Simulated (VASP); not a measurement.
A convergence study with VASP on Ba (bcc): one setting is varied, all else stays as given below, so the limit is that of these other settings.

```xyz
1
Lattice="-2.5100 2.5100 2.5100 2.5100 -2.5100 2.5100 2.5100 2.5100 -2.5100" Properties=species:S:1:pos:R:3 pbc="T T T"
Ba     0.0000     0.0000     0.0000
```

Computed with PBE GGA, VASP's PBE PAW potentials (set 64) (plane waves; VASP). The tightest run used: 550 eV cut-off, 16×16×16 Monkhorst-Pack mesh, first-order Methfessel-Paxton smearing of 0.10 eV, potentials Ba_sv.

### Question
The settings run are 1×1×1 mesh; 2×2×2 mesh; 3×3×3 mesh; 4×4×4 mesh; 5×5×5 mesh; 6×6×6 mesh; 7×7×7 mesh; 8×8×8 mesh; 9×9×9 mesh; 10×10×10 mesh; 11×11×11 mesh; 12×12×12 mesh; 13×13×13 mesh; 14×14×14 mesh; 15×15×15 mesh; 16×16×16 mesh. From which on does the energy per atom stay within 0.005 eV/atom of the tightest run?

### Answer
From 8×8×8 mesh on: it is off by 0.0010 there and by no more than 0.005 in any finer run, while 7×7×7 mesh is off by 0.0070.
| setting | E (eV/atom) | pressure (GPa) | irreducible k-points | difference judged (eV/atom) |
|---|---|---|---|---|
| 1×1×1 mesh | -4.8128 | 5.14 | 1 | 2.9048 |
| 2×2×2 mesh | -1.5164 | 3.87 | 2 | 0.3915 |
| 3×3×3 mesh | -1.7978 | -0.69 | 4 | 0.1101 |
| 4×4×4 mesh | -1.9226 | -0.17 | 6 | 0.0146 |
| 5×5×5 mesh | -1.9129 | -0.18 | 10 | 0.0049 |
| 6×6×6 mesh | -1.8982 | 0.04 | 14 | 0.0097 |
| 7×7×7 mesh | -1.9009 | 0.15 | 20 | 0.0070 |
| 8×8×8 mesh | -1.9070 | 0.00 | 26 | 0.0010 |
| 9×9×9 mesh | -1.9061 | 0.07 | 35 | 0.0019 |
| 10×10×10 mesh | -1.9092 | 0.06 | 44 | 0.0013 |
| 11×11×11 mesh | -1.9104 | 0.03 | 56 | 0.0024 |
| 12×12×12 mesh | -1.9069 | 0.05 | 68 | 0.0011 |
| 13×13×13 mesh | -1.9072 | 0.06 | 84 | 0.0007 |
| 14×14×14 mesh | -1.9088 | 0.03 | 100 | 0.0008 |
| 15×15×15 mesh | -1.9084 | 0.03 | 120 | 0.0004 |
| 16×16×16 mesh | -1.9080 | 0.05 | 140 | 0.0000 |

Left out are rungs that failed or repeat a setting and relaxations that didn't move; long series are thinned to 24 rows.

The compound is Ba in the bcc structure. The cell was not relaxed at this level.
